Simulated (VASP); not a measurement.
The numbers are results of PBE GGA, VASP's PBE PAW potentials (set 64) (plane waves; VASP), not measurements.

Input for VASP

KPOINTS:
```
Automatic mesh
0
Gamma
7 7 7
0 0 0
```

INCAR:
```
SYSTEM  =  CdSe
PREC  =  Accurate; ENCUT  =  480; LREAL  =  F
LASPH  =  T
EDIFF  =  1E-6; NELM  =  100; ALGO  =  Normal
LMAXMIX  =  4
ISMEAR  =  0; SIGMA  =  0.05
GGA  =  PE
IBRION  =  2; NSW  =  60; ISIF  =  3
EDIFFG  =  -0.01
LWAVE  =  F; LCHARG  =  F
```

### POSCAR
```
CdSe
1.0
  0.0000000000   3.1024156797   3.1024156797
  3.1024156797   0.0000000000   3.1024156797
  3.1024156797   3.1024156797   0.0000000000
Cd Se
1 1
Cart
  0.0000000000   0.0000000000   0.0000000000
  4.6536235195   4.6536235195   4.6536235195
```

POTCAR, in this order: Cd Se (PBE.64 set). Program: vasp_std.

Output of the run:

OSZICAR:
```
       N       E                     dE             d eps       ncg     rms          rms(c)
DAV:   1     0.103316177578E+03    0.10332E+03   -0.86332E+03   536   0.116E+03
DAV:   2    -0.134999406326E+01   -0.10467E+03   -0.99766E+02   580   0.284E+02
DAV:   3    -0.586043682951E+01   -0.45104E+01   -0.44959E+01   650   0.607E+01
DAV:   4    -0.588421209303E+01   -0.23775E-01   -0.23773E-01   540   0.434E+00
DAV:   5    -0.588436284141E+01   -0.15075E-03   -0.15075E-03   620   0.322E-01    0.572E+00
DAV:   6    -0.551734465850E+01    0.36702E+00   -0.69987E-01   664   0.105E+01    0.454E+00
DAV:   7    -0.549723613748E+01    0.20109E-01   -0.15678E-01   565   0.298E+00    0.202E+00
DAV:   8    -0.549806176117E+01   -0.82562E-03   -0.13613E-02   530   0.170E+00    0.235E-01
DAV:   9    -0.549822902269E+01   -0.16726E-03   -0.19334E-03   600   0.632E-01    0.480E-02
DAV:  10    -0.549830551111E+01   -0.76488E-04   -0.22039E-04   550   0.210E-01    0.463E-02
DAV:  11    -0.549835507649E+01   -0.49565E-04   -0.88326E-05   520   0.731E-02    0.152E-02
DAV:  12    -0.549835372103E+01    0.13555E-05   -0.71955E-06   615   0.377E-02    0.469E-03
DAV:  13    -0.549835449064E+01   -0.76961E-06   -0.24479E-06   519   0.110E-02
   1 F= -.54983545E+01 E0= -.54983545E+01  d E =-.549835E+01
```

### OUTCAR
```
------------------------ aborting loop because EDIFF is reached ----------------------------------------
  FORCE on cell =-STRESS in cart. coord.  units (eV):
  Direction    XX          YY          ZZ          XY          YZ          ZX
  --------------------------------------------------------------------------------------
  Total        0.0090088      0.0090088      0.0090088      0.0000000      0.0000000     -0.0000000
  in kB        0.2416851      0.2416851      0.2416851      0.0000000      0.0000000     -0.0000000
  external PRESSURE =       0.2416851 kB  Pullay stress =       0.0000000 kB
  volume of cell :       59.72
      direct lattice vectors                 reciprocal lattice vectors
     0.000000000  3.102415680  3.102415680    -0.161164735  0.161164735  0.161164735
     3.102415680  0.000000000  3.102415680     0.161164735 -0.161164735  0.161164735
     3.102415680  3.102415680  0.000000000     0.161164735  0.161164735 -0.161164735
  FREE ENERGIE OF THE ION-ELECTRON SYSTEM (eV)
  ---------------------------------------------------
  free  energy   TOTEN  =        -5.4983544906 eV

  energy  without entropy=       -5.4983544906  energy(sigma->0) =       -5.49835449

 reached required accuracy - stopping structural energy minimisation
```
(Selected blocks of OUTCAR.)

The structure comes from a computed database's CdSe entry (F-43m); how it stands against other phases isn't given here. It was relaxed first. The start is the result of an earlier pass.
